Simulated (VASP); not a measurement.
## Ga₂As₄B₂ (ordered alloy cell): computed properties

Calculation: PBEsol GGA, VASP's PBE PAW potentials (set 64) (plane waves; VASP).

```
Property                                                                        Value
-----------------------------------  ------------------------------------------------
space group                                                               P-4m2 (115)
cell                                 a = b = 3.648 Å, c = 5.359 Å, α = β = γ = 90.00°
volume per atom                                                        17.83 Å^3/atom
band gap (on the k-mesh)                                                      0.31 eV
smallest direct gap (on the k-mesh)                                           0.31 eV
band-edge character                                                    direct, Γ to Γ
density                                                                    5.36 g/cm³
```

```cif
data_As4B2Ga2
_chemical_formula_sum 'Ga2 As4 B2'
_space_group_name_H-M_alt 'P 1'
_space_group_IT_number 1
_cell_length_a 5.15936
_cell_length_b 5.15936
_cell_length_c 5.35884
_cell_angle_alpha 90.000
_cell_angle_beta 90.000
_cell_angle_gamma 90.000
loop_
_space_group_symop_operation_xyz
  'x, y, z'
loop_
_atom_site_label
_atom_site_type_symbol
_atom_site_fract_x
_atom_site_fract_y
_atom_site_fract_z
_atom_site_occupancy
Ga1 Ga 0.00000 0.00000 0.00000 1
Ga2 Ga 0.50000 0.50000 0.00000 1
As1 As 0.25000 0.25000 0.28755 1
As2 As 0.75000 0.75000 0.28755 1
As3 As 0.75000 0.25000 0.71245 1
As4 As 0.25000 0.75000 0.71245 1
B1 B 0.50000 0.00000 0.50000 1
B2 B 0.00000 0.50000 0.50000 1
```

The structure was generated: Ga2As4B2 was put into an ordered model structure (P-4m2), which need not be its known phase. It was relaxed first. Symmetry was kept, so distortions that lower it aren't found.
